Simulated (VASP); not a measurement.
An input for Ansatz (written as the equivalent of a VASP run, and not itself run):

Ansatz 0.2 input:
```yaml
crystal:
  lattice:
    - [2.7215972, 0.0000000, 0.0000000]
    - [0.0000000, 2.7215972, 0.0000000]
    - [0.0000000, 0.0000000, 3.7730744]
  atoms:
    - { symbol: Fe, position: [0.0000000, 0.0000000, 0.0000000], spin: 2.9 }
    - { symbol: Pt, position: [0.5000000, 0.5000000, 0.5000000], spin: 0.3 }
kpoints:
  mp_grid: { grid: [13, 13, 10] }
hamiltonian:
  xc: pbe
  pseudopotentials: { kind: paw }
magnetization: { spin_polarized: true }
scf:
  occupations: { method: methfessel_paxton, width: 0.1 }
  max_iter: 100
relax:
  max_steps: 40
  f_tol: 0.02
  cell: { p_target: 5 }
output: { forces: true, stress: true, eigenvalues: true }
```

Question: Write the VASP files for the same calculation (PBE).

Answer: One answer among several that fit: 
**POSCAR**
```
FePt
1
    2.7215972310     0.0000000000     0.0000000000
    0.0000000000     2.7215972310     0.0000000000
    0.0000000000     0.0000000000     3.7730744361
Fe Pt
1 1
Direct
  0.0000000000   0.0000000000   0.0000000000
  0.5000000000   0.5000000000   0.5000000000
```

### KPOINTS
```
Automatic mesh
0
Gamma
13 13 10
0 0 0
```

### INCAR
```
ALGO=Normal
EDIFF=1E-6
EDIFFG=-0.02
ENCUT=500
GGA=PE
IBRION=2
ISIF=3
ISMEAR=1
ISPIN=2
LASPH=.TRUE.
LCHARG=.FALSE.
LMAXMIX=6
LORBIT=10
LREAL=.FALSE.
LWAVE=.FALSE.
MAGMOM=2.9 0.3
NELM=100
NSW=40
PREC=Accurate
PSTRESS=50
SIGMA=0.1
SYSTEM=FePt
```

POTCAR, in this order: Fe Pt (PBE.64 set). Program: vasp_std.

Limits of the translation: each code has its own PAW files, so the cut-off isn't converted (ENCUT is set for VASP's; basis.ecutwfc is left out, and Ansatz then takes the one that its files recommend); Ansatz stops its SCF on the density residual and VASP on the energy change (EDIFF).

The compound is FePt in the L1_0 structure. This run relaxes it under an external pressure of 5 GPa. Symmetry was kept, so distortions that lower it aren't found.
